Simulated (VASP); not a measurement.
OSZICAR of a VASP run on InSb (relaxed from the zinc blende structure, space group F-43m):

### OSZICAR
```
       N       E                     dE             d eps       ncg     rms          rms(c)
DAV:   1     0.117080235381E+03    0.11708E+03   -0.82813E+03   754   0.148E+03
DAV:   2     0.872567062703E+00   -0.11621E+03   -0.11338E+03   809   0.336E+02
DAV:   3    -0.644347541448E+01   -0.73160E+01   -0.72470E+01   954   0.884E+01
DAV:   4    -0.662877469753E+01   -0.18530E+00   -0.18525E+00   908   0.155E+01
DAV:   5    -0.663713045975E+01   -0.83558E-02   -0.83556E-02  1078   0.281E+00    0.675E+00
DAV:   6    -0.643628308000E+01    0.20085E+00   -0.24896E-01  1012   0.118E+01    0.376E+00
DAV:   7    -0.638078029122E+01    0.55503E-01   -0.14420E-01   966   0.543E+00    0.940E-01
DAV:   8    -0.637935189166E+01    0.14284E-02   -0.13586E-02  1026   0.185E+00    0.545E-01
DAV:   9    -0.637953777151E+01   -0.18588E-03   -0.88250E-04   865   0.255E-01    0.132E-01
DAV:  10    -0.637955439414E+01   -0.16623E-04   -0.61474E-05  1164   0.128E-01    0.627E-02
DAV:  11    -0.637956446885E+01   -0.10075E-04   -0.22228E-05   824   0.693E-02    0.270E-02
DAV:  12    -0.637956492277E+01   -0.45392E-06   -0.72553E-07   617   0.143E-02
   1 F= 0.30110009E+01 E0= 0.30110009E+01  d E =0.301100E+01
       N       E                     dE             d eps       ncg     rms          rms(c)
DAV:   1    -0.635273123653E+01    0.26833E-01   -0.35917E-02   964   0.439E+00    0.261E-01
DAV:   2    -0.635141985883E+01    0.13114E-02   -0.28435E-03   939   0.146E+00    0.873E-02
DAV:   3    -0.635121494493E+01    0.20491E-03   -0.56225E-04  1024   0.583E-01    0.551E-02
DAV:   4    -0.635121115435E+01    0.37906E-05   -0.27240E-05   804   0.541E-02    0.378E-02
DAV:   5    -0.635120875844E+01    0.23959E-05   -0.52580E-06   894   0.241E-02    0.153E-02
DAV:   6    -0.635120937766E+01   -0.61922E-06   -0.51408E-07   392   0.872E-03
   2 F= 0.30111242E+01 E0= 0.30111242E+01  d E =0.123328E-03
       N       E                     dE             d eps       ncg     rms          rms(c)
DAV:   1    -0.637328080880E+01   -0.22072E-01   -0.20035E-02   959   0.330E+00    0.193E-01
DAV:   2    -0.637256147640E+01    0.71933E-03   -0.15636E-03   939   0.107E+00    0.654E-02
DAV:   3    -0.637244258145E+01    0.11889E-03   -0.31774E-04  1024   0.438E-01    0.404E-02
DAV:   4    -0.637243841189E+01    0.41696E-05   -0.15209E-05   804   0.408E-02    0.277E-02
DAV:   5    -0.637243366280E+01    0.47491E-05   -0.28758E-06   824   0.175E-02    0.114E-02
DAV:   6    -0.637243278613E+01    0.87668E-06   -0.29567E-07   382   0.651E-03
   3 F= 0.30109886E+01 E0= 0.30109886E+01  d E =-.123400E-04
```

**Question.** Which electronic solver shows in the log?

**Answer.** It is blocked Davidson (ALGO = Normal, or the opening steps of other solvers). The INCAR had ALGO = Normal.

**Question.** Can the final energy be trusted as converged?

**Answer.** The calculation finished and met its thresholds. It stopped with EDIFF = 1E-6, NELM = 100, NSW = 40 and EDIFFG = -0.02 after 3 ionic steps (PBEsol GGA, plane waves, VASP's PBE PAW potentials (set 64)).

The structure was generated: InSb was put into the zinc blende type (F-43m), which need not be its known phase. This run relaxes it under an external pressure of 30 GPa. Symmetry was kept, so distortions that lower it aren't found.
